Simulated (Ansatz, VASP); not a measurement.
Two plane-wave programs on TaGe3

Contents of INCAR:

```
PREC     = Accurate       # precision mode
ENCUT    = 520            # plane-wave cutoff, eV
EDIFF    = 1E-6           # SCF threshold, eV
ISMEAR   = 0              # smearing method
SIGMA    = 0.1            # smearing width, eV
LREAL    = F              # projectors in reciprocal space
LASPH    = T              # aspherical terms in the spheres
NELM     = 80             # most SCF steps
ALGO     = Normal         # electronic algorithm
ISIF     = 2              # what is computed and relaxed
LWAVE    = F              # write WAVECAR
LCHARG   = T              # write CHGCAR
GGA      = PE             # functional
LELF     = T              # ELF
LVHAR    = T            
NBANDS   = 34             # bands
```

Contents of KPOINTS:

```
Automatic mesh
0
Gamma
  6 6 4
```

File POSCAR:

```
TaGe3
1.0
    3.3626280300      0.0000000000      0.0000000000
    0.0000000000      3.3626280300      0.0000000000
    0.0000000000      0.0000000000      6.4937302300
Ta Ge
1 3
Direct
    0.0000000000      0.0000000000      0.0000000000
    0.5000000000      0.5000000000      0.2365449100
    0.5000000000      0.5000000000      0.7634550900
    0.0000000000      0.0000000000      0.5000000000
```

Input for Ansatz:

```yaml
crystal:
  lattice:
    - [3.36262803, 0.0, 0.0]
    - [0.0, 3.36262803, 0.0]
    - [0.0, 0.0, 6.49373023]
  atoms:
    - { symbol: Ta, position: [0.0, 0.0, 0.0] }
    - { symbol: Ge, position: [0.5, 0.5, 0.23654491] }
    - { symbol: Ge, position: [0.5, 0.5, 0.76345509] }
    - { symbol: Ge, position: [0.0, 0.0, 0.5] }
basis:
  ecutwfc: 420
kpoints:
  mp_grid: { grid: [6, 6, 4] }
hamiltonian:
  xc: pbe
scf:
  occupations: { method: gaussian, width: 0.1 }
  lower_state_search: "off"
output:
  forces: true
  stress: true
  eigenvalues: true
```

Change from the starting cell: species swapped into the HgPb3 type (P4/mmm, No. 123).

Alike in both runs: task single point; functional PBE; k mesh 6 × 6 × 4; occupations gaussian, width 0.1 eV; no spin polarisation.

```csv
,VASP,Ansatz
version,VASP 6.6.1,Ansatz 0.2.0
potentials or method,"VASP PAW PBE potentials, release 64 (Ta_pv, Ge_d)","scalar-relativistic, plane waves, PAW"
plane-wave cutoff (eV),520,420
valence electrons in the cell,53,55
```

VASP gave:

```
gap on the k mesh at the Fermi level (eV)       : none
pressure (GPa)                                  : -3.4
largest component of the traceless stress (GPa) : 4.89
rms of the force components (eV/Å)              : 0.369
```

Task: Which values does Ansatz return?

Result: gap on the k mesh at the Fermi level (eV): none; pressure (GPa): -3.6; largest component of the traceless stress (GPa): 4.92; rms of the force components (eV/Å): 0.370.

Atom by atom the forces differ by 0.001 eV/Å (rms over components). A gap of «none» marks a metal or a gap that the smearing closes. The two sets of potentials don't hold the same shells in valence.

Spin-orbit coupling is left out, which matters for the levels of Ta.
